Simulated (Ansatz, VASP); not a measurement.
Given: the input of a run of Ansatz 0.2.0 on GaB. The cell comes from a database or a generator and needn't be the stable form of this composition.

File input.yaml:

```yaml
crystal:
  lattice:
    - [2.71824, 0.0, 0.0]
    - [0.0, 2.71824, 0.0]
    - [0.0, 0.0, 3.23621]
  atoms:
    - { symbol: Ga, position: [0.5, 0.5, 0.5] }
    - { symbol: B, position: [0.0, 0.0, 0.0] }
hamiltonian:
  xc: pbesol
  pseudopotentials: { kind: paw }
kpoints:
  mp_grid: { grid: [10, 10, 8] }
scf:
  occupations: { method: fermi_dirac, width: 0.05 }
output:
  forces: true
  stress: true
  eigenvalues: true
  write_density: true
  write_potential: true
  elf: true
  volumetric_format: npy
relax:
  f_tol: 0.01
  max_steps: 40
  cell: { stress_tol: 0.05 }
```

Potentials or basis: Ansatz PAW.

The run is started by

```sh
$ ansatz run input.yaml --threads 2 --pin off --max-ram 5632MiB --backend cpu --events-out ev --progress --plain --runs-dir out
```

Set up the same calculation for VASP 6.6.1. Potentials or basis there: PBE PAW files B, Ga_d, 600 eV.

As run (cutoffs and basis follow the program's own potentials, and thresholds, step limits or extra output files can differ):

File INCAR:

```
PREC     = Accurate       # precision mode
ENCUT    = 600            # plane-wave cutoff, eV
EDIFF    = 1E-6           # SCF threshold, eV
ISMEAR   = -1             # smearing method
SIGMA    = 0.05           # smearing width, eV
LREAL    = False          # projectors in reciprocal space
LASPH    = True           # aspherical terms in the spheres
NELM     = 100            # most SCF steps
ALGO     = Fast           # electronic algorithm
ISIF     = 3              # what is computed and relaxed
LWAVE    = False          # write WAVECAR
LCHARG   = False          # write CHGCAR
GGA      = PS             # functional
IBRION   = 2              # ionic algorithm
NSW      = 40             # ionic steps
EDIFFG   = -0.02          # ionic threshold
```

The input KPOINTS:

```
Automatic mesh
0
Gamma
  10 10 8
```

Contents of POSCAR:

```
GaB
1.0
    2.7182400000      0.0000000000      0.0000000000
    0.0000000000      2.7182400000      0.0000000000
    0.0000000000      0.0000000000      3.2362100000
Ga B
1 1
Direct
    0.5000000000      0.5000000000      0.5000000000
    0.0000000000      0.0000000000      0.0000000000
```

Potentials or basis: VASP PAW PBE potentials, release 64 (Ga_d, B).

The run is started by

```bash
$ cat potpaw_PBE.64/Ga_d/POTCAR potpaw_PBE.64/B/POTCAR > POTCAR
$ mpirun -np 1 vasp_std > vasp.out
```

Both were run:

|  | Ansatz | VASP |
| --- | --- | --- |
| Relaxed volume | 11.46 Å³/atom | 11.46 Å³/atom |
| Relaxed cell | a = 2.670 Å, b = 2.670 Å, c = 3.215 Å, α = 90.00°, β = 90.00°, γ = 90.00° | a = 2.669 Å, b = 2.669 Å, c = 3.218 Å, α = 90.00°, β = 90.00°, γ = 90.00° |
| Space group after relaxing | P4/mmm (No. 123) | P4/mmm (No. 123) |
| Pressure after relaxing | 0.0 GPa | 0.1 GPa |

Ansatz's pressure holds a Pulay term of +0.11 GPa for its cutoff of 420 eV, which the other run lacks.

Ansatz's potentials were made for PBE. VASP's potentials were made for PBE.

Where Ansatz's input types no cutoff or centring, it takes its own default and a Γ-centred mesh.

Pressure is positive in compression.
